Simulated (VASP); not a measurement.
Mg (hcp) is relaxed at rising pressure, each step from the one before. Symmetry mostly holds the structure type, and other phases were not tried. The mesh follows the cell, and a change of mesh leaves a small step in the series.

```cif
data_Mg2
_chemical_formula_sum 'Mg2'
_space_group_name_H-M_alt 'P 1'
_space_group_IT_number 1
_cell_length_a 3.19831
_cell_length_b 3.19831
_cell_length_c 5.16694
_cell_angle_alpha 90.000
_cell_angle_beta 90.000
_cell_angle_gamma 120.000
loop_
_space_group_symop_operation_xyz
  'x, y, z'
loop_
_atom_site_label
_atom_site_type_symbol
_atom_site_fract_x
_atom_site_fract_y
_atom_site_fract_z
_atom_site_occupancy
Mg1 Mg 0.33333 0.66667 0.25000 1
Mg2 Mg 0.66667 0.33333 0.75000 1
```

Calculation: PBE GGA, VASP's PBE PAW potentials (set 64) (plane waves; VASP). Numerical set-up: 500 eV cut-off, 13×13×7 Γ-centred mesh, first-order Methfessel-Paxton smearing of 0.10 eV, potentials Mg.

```json
[
 {"P (GPa)": "0", "V (Å³/atom)": "22.89", "H − H(0) (eV/atom)": "0.000", "space group": "P6_3/mmc", "gap on the mesh (eV)": "0.00", "k-mesh": "13×13×7"},
 {"P (GPa)": "5", "V (Å³/atom)": "20.49", "H − H(0) (eV/atom)": "0.665", "space group": "P6_3/mmc", "gap on the mesh (eV)": "0.00", "k-mesh": "14×14×7"},
 {"P (GPa)": "10", "V (Å³/atom)": "18.95", "H − H(0) (eV/atom)": "1.280", "space group": "P6_3/mmc", "gap on the mesh (eV)": "0.00", "k-mesh": "14×14×8"},
 {"P (GPa)": "20", "V (Å³/atom)": "16.93", "H − H(0) (eV/atom)": "2.394", "space group": "P6_3/mmc", "gap on the mesh (eV)": "0.00", "k-mesh": "14×14×8"},
 {"P (GPa)": "30", "V (Å³/atom)": "15.56", "H − H(0) (eV/atom)": "3.407", "space group": "P6_3/mmc", "gap on the mesh (eV)": "0.00", "k-mesh": "15×15×8"},
 {"P (GPa)": "45", "V (Å³/atom)": "14.17", "H − H(0) (eV/atom)": "4.795", "space group": "P6_3/mmc", "gap on the mesh (eV)": "0.00", "k-mesh": "15×15×8"}
]
```

Pressures at which the relaxation failed are left out.

The compound is Mg in the hcp structure.
